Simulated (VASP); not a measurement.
The system is Sr2TeS.

```
S Te Sr
1.0
     2.24653    1.29703    7.40094
    -2.24653    1.29703    7.40094
     0.00000   -2.59407    7.40094
S Te Sr
1 1 2
Direct
  0.00000 0.00000 0.00000
  0.50000 0.50000 0.50000
  0.25778 0.25778 0.25778
  0.74222 0.74222 0.74222
```

The cell was built by a generator and needn't be a form met in nature.

Base run:

* Program: VASP 6.6.1
* Functional: PBE
* Potentials or basis: VASP PAW PBE potentials, release 64 (S, Te, Sr_sv)
* Cutoff: 520 eV
* k mesh: 6 × 6 × 6
* Occupations: gaussian, width 0.01 eV
* Spin: no spin polarisation

Its results: band gap on the k mesh 1.68 eV, indirect (least direct gap 2.30 eV); pressure 0.4 GPa; largest force 0.018 eV/Å.

Problem. The run is repeated on the same cell with these changes: functional from PBE to r2SCAN. What comes out?

Solution. Band gap on the k mesh 2.05 eV, indirect (least direct gap 2.68 eV); pressure 0.1 GPa; largest force 0.005 eV/Å.

r2SCAN gives the wider gap, since meta-GGAs in the generalised Kohn-Sham scheme recover part of the derivative discontinuity.

Caveats: spin-orbit coupling is left out, which moves the levels of the heavy elements; the PAW data sets were made with another functional, which shifts forces and pressure a little (some runs).

A k mesh can miss the band edges.
